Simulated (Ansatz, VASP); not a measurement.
# Ba2C: VASP beside Ansatz, part 2 of 2

Aim: how closely do two programs agree when they are given the same cell, functional and k mesh? The cell is generated by rule, not measured, and may not be a known phase. The cell is taken from a series of runs on this material, whose earlier steps may have relaxed, scaled, displaced or heated it; both programs get it as it stands.

VASP 6.6.1 and Ansatz 0.2.0.

So far: The structure; VASP: zone-centre phonons, LDA.

The structure was built from a prototype and need not be the compound's stable phase.

## Step 3: Ansatz: zone-centre phonons, LDA

Level of this step: Ansatz beside VASP: Kohn-Sham DFT, plane waves, LDA (Ansatz).

Ansatz runs on its default PAW (the set named soft_2) files.

The same cell, functional (in two slightly different forms), mesh and smearing now go to Ansatz, which takes its cutoff from its data sets.

input.yaml

```yaml
crystal:
  lattice:
    - [0.0, 3.3958497574, 3.3958497574]
    - [3.3958497574, 0.0, 3.3958497574]
    - [3.3958497574, 3.3958497574, 0.0]
  atoms:
    - { symbol: Ba, position: [0.25, 0.25, 0.25] }
    - { symbol: Ba, position: [0.75, 0.75, 0.75] }
    - { symbol: C, position: [0.0, 0.0, 0.0] }
kpoints:
  mp_grid: { grid: [10, 10, 10] }
hamiltonian:
  xc: lda
scf:
  occupations: { method: methfessel_paxton, width: 0.15 }
output:
  eigenvalues: true
phonons:
  method: dfpt
  qmesh: [2, 2, 2]
  temperatures: { t_max: 1000, t_step: 50 }
  qpath:
    path:
      - [[0.0, 0.0, 0.0], [0.5, 0.0, 0.5], [0.625, 0.25, 0.625]]
      - [[0.375, 0.375, 0.75], [0.0, 0.0, 0.0], [0.5, 0.5, 0.5], [0.5, 0.25, 0.75], [0.5, 0.0, 0.5]]
    npoints: 10
```

Launch:

```sh
$ ansatz run input.yaml --threads 4 --pin off --max-ram 7168MiB --backend cpu --events-out ev --progress --plain --runs-dir out
```

Numbers of over 12 decimals in the logs are rounded to 6 here.

The program printed:

```text
Warning: phonons: the dynamical matrix that this run interpolates holds no multipole term above the dipole-dipole one, and a site of this crystal is no centre of inversion, so its interpolated transverse optical and acoustic branches and sound speeds can stay off near Gamma, and the density of states and the thermodynamics with them. What a run solves at a wave vector of phonons.qpoints, Gamma apart, where the deck admits one, is free of this, and under fd what a larger phonons.supercell samples
Engine: ansatz 0.2.0, aarch64-unknown-linux-gnu
Pseudopotentials: kind: paw
Pseudopotential: Ba, paw, valence charge 10, recommended cutoff 420 eV (normal), Ba.paw.azcp
Pseudopotential: C, paw, valence charge 4, recommended cutoff 420 eV (normal), C.paw.azcp
Functional definition: SPW92
  exchange = slater_x
  correlation = pw_c
Crystal: 3 atoms, lattice volume = 78.320 Å³
Basis set: ecut = 420 eV, 1471 PW (Γ), exchange–correlation on 72×72×72 points (8 copies of the dense FFT grid, shifted against one another)
Bands: 16, of which v1, the nominal top of the filled ones, is band 12 counted from 1 (11 counted from 0)
Symmetry: 48 space group operations
k-points: 47 of 1000
Non-local potential: Ba, projectors of the file, l = 0: 3, l = 1: 2, l = 2: 2, l = 3: 2
Non-local potential: C, projectors of the file, l = 0: 2, l = 1: 2, l = 2: 1
PAW form: soft (Blöchl's): semilocal exchange-correlation on the pseudo side does not see the compensation charge
PAW frozen core: Ba, regenerated for the run's functional, and the local potential with it (the file was generated under x = pbe(κ = 0.804, μ = 0.219515), c = pbe(β = 0.066725))
PAW frozen core: C, regenerated for the run's functional, and the local potential with it (the file was generated under x = pbe(κ = 0.804, μ = 0.219515), c = pbe(β = 0.066725))
PAW one-centre angular grid: Ba, 194 points (default); XC on 64 Gauss nodes
PAW one-centre angular grid: C, 110 points (default); XC on 64 Gauss nodes
Initial density: superposition of atomic densities (neutral atoms: chi_scale 0, normalization atom), corrected by the library's trained network
Initial wavefunctions: pseudopotential atomic-orbital guess
Functional: x = slater, c = lda
SCF iter   1: F=—  HF=-11800.501880 eV  |F-HF|=—  |Δ(HF+E_count)|=         —  Δρ=1.40e-2  dr2=3.66e-1  ethr=1.77e-3  ⟨swp⟩=8.5  Hψ=4724  notcnv=0
preconditioner: auto → Kerker (q_TF=auto, 2.240 Å⁻¹)  [metal: Δε(μ)=0.047 eV  Ē_g=10.880 eV  σ=0.150 eV  W_gap=0.26  n_scr=14 (ndim 8)  ℏωp=18.8 eV  f_vac=0.000  D(μ)=1.12/eV (n_scr^D=8)]
SCF iter   2: F=—  HF=-11800.455225 eV  |F-HF|=—  |Δ(HF+E_count)|=   4.67e-2  S|Δr|=    0.00e0  Δρ=5.64e-3  dr2=2.38e-2  ethr=1.52e-3  ⟨swp⟩=2.1  Hψ=1433  notcnv=0
SCF iter   3: F=—  HF=-11800.451887 eV  |F-HF|=—  |Δ(HF+E_count)|=   3.34e-3  S|Δr|=    0.00e0  Δρ=2.03e-3  dr2=2.79e-3  ethr=9.93e-5  ⟨swp⟩=2.0  Hψ=941  notcnv=0
SCF iter   4: F=—  HF=-11800.451476 eV  |F-HF|=—  |Δ(HF+E_count)|=   4.10e-4  S|Δr|=    0.00e0  Δρ=3.20e-4  dr2=1.78e-4  ethr=1.16e-5  ⟨swp⟩=1.5  Hψ=844  notcnv=0
SCF iter   5: F=—  HF=-11800.451448 eV  |F-HF|=—  |Δ(HF+E_count)|=   2.79e-5  S|Δr|=    0.00e0  Δρ=5.76e-5  dr2=3.36e-6  ethr=7.42e-7  ⟨swp⟩=1.5  Hψ=807  notcnv=0
SCF iter   6: F=—  HF=-11800.451447 eV  |F-HF|=—  |Δ(HF+E_count)|=   1.16e-6  S|Δr|=    0.00e0  Δρ=1.41e-5  dr2=2.99e-7  ethr=1.40e-8  ⟨swp⟩=2.4  Hψ=1233  notcnv=0
SCF iter   7: F=—  HF=-11800.451447 eV  |F-HF|=—  |Δ(HF+E_count)|=   1.56e-7  S|Δr|=    0.00e0  Δρ=4.18e-6  dr2=2.60e-8  ethr=1.24e-9  ⟨swp⟩=2.3  Hψ=973  notcnv=0
SCF iter   8: F=—  HF=-11800.451447 eV  |F-HF|=—  |Δ(HF+E_count)|=   2.77e-9  S|Δr|=    0.00e0  Δρ=4.77e-7  dr2=2.24e-10  ethr=1.08e-10  ⟨swp⟩=2.0  Hψ=933  notcnv=0
SCF iter   9: F=-11800.451447 eV  HF=-11800.451447 eV  |F-HF|=5.46e-12  |Δ(HF+E_count)|=  1.09e-11  S|Δr|=    0.00e0  Δρ=8.50e-8  dr2=5.17e-12  ethr=1.00e-12  ⟨swp⟩=5.0  Hψ=4035  notcnv=0
SCF 1 converged in 9 iterations: F = -11800.451447 eV  dr2 = 5.17e-12
  greatest PAW one-centre occupation: 0.957 electrons in one spin orbital (limit 2), on the Ba atom at site 1 (counted from 0), in its partial waves of l = 0
Initial density: read from a saved state, or passed on in memory by an earlier SCF of this step, an earlier step, the calling program or the single point that the run made first
iter 1 solved again at ethr=4.53e-7 eV; its pass at ethr=3.10e-3 eV (dr2=1.09e-4 eV) is discarded
SCF iter   1: F=—  HF=-11800.451447 eV  |F-HF|=—  |Δ(HF+E_count)|=         —  Δρ=5.45e-7  dr2=1.41e-10  ethr=4.53e-7  ⟨swp⟩=3.0  Hψ=6617  notcnv=0
eigensolver tolerance schedule: the retry pair's looser diagonalisation over-reported the residual by 774266.19 of it (diagonalisation noise at an unbounded share of the residual, at the tolerance the schedule requests for it); recorded, not acted on — ethr = c·dr2/N_el stays at c = 1.0e-1
preconditioner: auto → none  [insulator: Δε(μ)=0.108 eV  Ē_g=10.901 eV  σ=0.150 eV  W_gap=0.56  n_scr=14 (ndim 8)  ℏωp=18.8 eV  f_vac=0.000  D(μ)=0.44/eV (n_scr^D=0)  ε∞_Penn≈4.0]
SCF iter   2: F=—  HF=-11800.451447 eV  |F-HF|=—  |Δ(HF+E_count)|=   6.92e-7  S|Δr|=    0.00e0  Δρ=3.48e-7  dr2=1.19e-10  ethr=1.00e-12  ⟨swp⟩=4.1  Hψ=2175  notcnv=0
SCF iter   3: F=—  HF=-11800.451447 eV  |F-HF|=—  |Δ(HF+E_count)|=  1.64e-11  S|Δr|=    0.00e0  Δρ=2.08e-7  dr2=2.40e-11  ethr=1.00e-12  ⟨swp⟩=1.0  Hψ=752  notcnv=0
SCF iter   4: F=-11800.451447 eV  HF=-11800.451447 eV  |F-HF|=0.00e0  |Δ(HF+E_count)|=  3.64e-12  S|Δr|=    0.00e0  Δρ=1.33e-7  dr2=7.61e-12  ethr=1.00e-12  ⟨swp⟩=3.2  Hψ=2270  notcnv=0
SCF 2 converged in 4 iterations: F = -11800.451447 eV  dr2 = 7.61e-12
phonons: the bands overlap, so this run is a metal and interpolates without the dipole-dipole term. If the crystal is really an insulator or semiconductor, its LO-TO splitting is missing
NSCF: frozen V_eff on 47 k-points
WARN: eigensolver did not converge in 5 slots of this pass, the one above among them; of largest residual over every band (k=5): 1 band(s) unlocked (lowest unlocked band 15, counted from 0; max residual 4.83e-3 eV among the unlocked bands, 4.83e-3 eV over every band); of lowest unlocked band (k=5): band 15
NSCF: frozen V_eff on 102 k-points
DFPT response loops at q = (0, 0, 0) (fractional): preconditioner auto → Kerker (q_TF=auto, 2.240 Å⁻¹) (partly filled bands, converged f_vac=0.000); β = 1.00, the filter's whole step (`scf.mixing.beta` (0.50) is not read by the response loops under this deck's `scf.mixing.preconditioner`; to damp them name `kerker` or `kerker_dos`, under which they read `scf.mixing.beta`, and type it under 1.00, their step now; both keys bind the ground state too); Broyden in place of MSR1
NSCF: frozen V_eff on 564 k-points
DFPT response loops at q = (0, 0, -0.5) (fractional): mixed as the last ones told, above
NSCF: frozen V_eff on 342 k-points
DFPT response loops at q = (0, -0.5, -0.5) (fractional): mixed as the last ones told, above
SCF converged after 9 iterations
Stability not checked: this state was not tested for a lower state beside it, because cold or Methfessel-Paxton smearing, or corrected tetrahedra, fill the levels in a way that the test cannot read (fill_not_monotonic; see scf.lower_state_search)
Free energy (F): -11800.451447 eV
Harris-Foulkes:  -11800.451447 eV  (|F-HF|=5.46e-12)
Internal energy: -11800.453514 eV  (E = F + TS)
E sigma→0 (E₀):  -11800.451964 eV
Entropy (-TS):   0.002067 eV (0.689 meV/atom)
Fermi energy:    10.511818 eV
--- Per-component energies (eV) ---
  E_band       = -37.696408
  E_kinetic    = 425.394789
  E_local      = -543.321446  (includes V_loc(G=0)·N_el)
  E_nonlocal   = 149.364960
  E_hartree    = 173.755995
  E_xc         = -382.792053
  E_vxc        = -332.881906  (∫ρ·V_xc dr)
  E_paw        = -10206.579630  (= ΣΔE_a)
  E_vpaw       = -83.764820  (= ΣTr[D̂ρ^β])
  E_aug_tail   = 0.000002  (compensation charges beyond the density's cutoff)
  E_ewald      = -1416.903993
  E_core_change = 0.627864  (= ΣΔE_core)
  E_smearing   = 0.002067  (= −TS)
  E_closure    = -0.000000  (closes the sum)
  Σ components = -11800.451447   (vs F -11800.451447, Δ=0.00e0)
--- Band table (eV; the first three rows and the last of 47) ---
  k-point 0: bands = [... 8 lower, 2.4532, 8.3067, 8.3067, 8.3067, 10.5899, 10.5899, 10.7024, 15.0330]
  k-point 1: bands = [... 8 lower, 2.5530, 8.3272, 8.4000, 8.4000, 10.7501, 10.7501, 11.0472, 14.6084]
  k-point 2: bands = [... 8 lower, 2.7790, 8.5244, 8.6667, 8.6667, 11.2083, 11.2083, 11.8358, 13.8583]
  k-point 46: bands = [... 8 lower, 3.1100, 9.5323, 9.5750, 10.0262, 11.3896, 12.4792, 12.5970, 13.7060]
--- Phonons (Γ-DFPT): 2 representative perturbations + reference (Σ response iterations 7) ---
  ASR residual: 8.340e-5 → 0.000e0 eV/Å²; symmetrization residual: 3.346e-7 eV/Å²
  ASR residual per site (eV/Å²): 6.40e-6 6.40e-6 8.34e-5
  Γ frequencies (cm⁻¹): 0.00 0.00 0.00 67.96 67.96 67.96 247.04 247.04 247.04
--- Phonons (arbitrary-q DFPT): 3 irreducible q on the 2×2×2 mesh ---
  q = [0.0000, 0.0000, 0.0000] (star 1, of the zone-centre solve; hermiticity 2.59e-7, symmetrization 4.71e-14): -0.00 -0.00 -0.00 67.96 67.96 67.96 247.04 247.04 247.04
  q = [0.0000, 0.0000, -0.5000] (star 4, 2 solved perturbations on 282 of 1000 k-point pairs; hermiticity 2.60e-7, symmetrization 8.82e-14): 56.59 56.59 78.07 81.34 81.34 90.60 204.54 204.54 288.99
  q = [0.0000, -0.5000, -0.5000] (star 3, 4 solved perturbations in 546 linear systems a pass and spin channel, the states on 171 of 1000 k-point pairs; hermiticity 2.16e-8, symmetrization 7.89e-14): -29.98 39.77 39.77 73.16 73.16 99.36 99.36 121.83 347.18
  sum rule: each row above includes the acoustic sum rule's correction from the zone centre's row sums; it moved no ω² by more than (1.37 cm⁻¹)²
  mesh force constants: q→R imaginary residual 6.69e-17; ASR residual 8.340e-5 → 0.000e0 eV/Å²; symmetrization residual 3.109e-15 eV/Å²
  interpolated dispersion: 62 rows × 9 modes
  density of states and harmonic sums: on the 16×16×16 q-mesh, interpolated from the force constants of a 2×2×2 supercell (no non-analytic term)
  largest difference from the sums on the solved wave vectors: F 1.82e-1 eV, S 2.41e-4 and C_V 5.91e-5 eV/K
  zero-point energy: 0.065904 eV/cell   skipped modes (ω ≤ 0): 16, of them read as no rigid motion or as one in doubt: 13 (6.372e-2 modes/cell left out, lowest -29.98 cm⁻¹)   left out of the sums: 7.16e-3 of the cell's modes: C_V's classical limit lies that fraction below 3 k_B per atom; for a crystal, a wire or a layer, F and S can be off by more, and a phonons.interpolated_qmesh denser along its periods is the remedy for the sampling
```

The column dr2 measures how far the density is from self-consistency, as an energy; F and HF (Harris–Foulkes) agree once it is small.

## Step 4: Differences

Known differences besides the potentials themselves: the two LDA forms differ slightly; VASP's run holds the zone centre alone; the cutoff is 420 eV in Ansatz and 600 eV in VASP; VASP's log shows a relativistic correction to its local exchange, Ansatz's none. Total energies have different zeros and are not compared.

The two programs side by side:

```csv
quantity,Ansatz,VASP,difference
optical mode 1 to 3 (cm⁻¹),68.0,77.6,-12.44 %
optical mode 4 to 6 (cm⁻¹),247.0,267.1,-7.52 %
```

Modes are paired by rising frequency, not by their patterns, so a pair may set unlike modes beside each other; they are those without the splitting of longitudinal modes.

## Step 5: Outcome

| Property | Result |
| --- | --- |
| r.m.s. difference of the optical zone-centre modes, each program's sorted by frequency (zone-centre phonons, LDA) | 16 cm⁻¹ |
| difference in optical mode 1 to 3 (zone-centre phonons, LDA) | -12.4 % |

The r.m.s. difference of the optical zone-centre modes, each program's sorted by frequency is 16 cm⁻¹ (zone-centre phonons, LDA). Among the rows given in per cent, the largest difference of the zone-centre phonons, LDA pair is in optical mode 1 to 3, -12.4 %. What causes the difference of the zone-centre phonons, LDA pair stays open here. Such differences can come from data sets, numerical settings and the points named under the comparisons, not from the functional's error against experiment.

[Lines on the potential files, build, host, timing and source positions are cut from VASP's logs without a mark.]

[Logs are printed without paths, hosts, clocks, repeated set-up lines and the standing remarks that a program may print on its own settings, such as how far it seeks lower states.]

[Hosts, paths, dates, database ids (printed as entryN), source tags and the programs' standing remarks are cut or masked in the printed files.]
